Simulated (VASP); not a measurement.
Consider the following.

```
CELL_PARAMETERS angstrom
      0.00000     1.77910     1.76868
      1.75949     0.00000     1.76868
      1.75949     1.77910     0.00000
ATOMIC_POSITIONS crystal
  C  0.00000 0.00000 0.00000
  C  0.23658 0.26342 0.26342
```

These are PBE GGA, VASP's PBE PAW potentials (set 64) (plane waves; VASP) values and carry that method's errors. Settings: ADDGRID = .TRUE., 520 eV cut-off, 11×11×11 Γ-centred mesh, Gaussian smearing of 0.050 eV, potentials C.

Question: Predict the energy per atom (σ→0), pressure, largest force.

Answer: 
```json
{
  "energy per atom (σ→0)": "-9.063 eV/atom",
  "pressure": "14.47 GPa",
  "largest_force": "1.845 eV/Å"
}
```

The compound is C in the diamond structure. The cell was not relaxed at this level, atoms are displaced from their ideal sites. The run is one of a series of settings (ADDGRID = .TRUE. against the base run), some of them coarse on purpose.
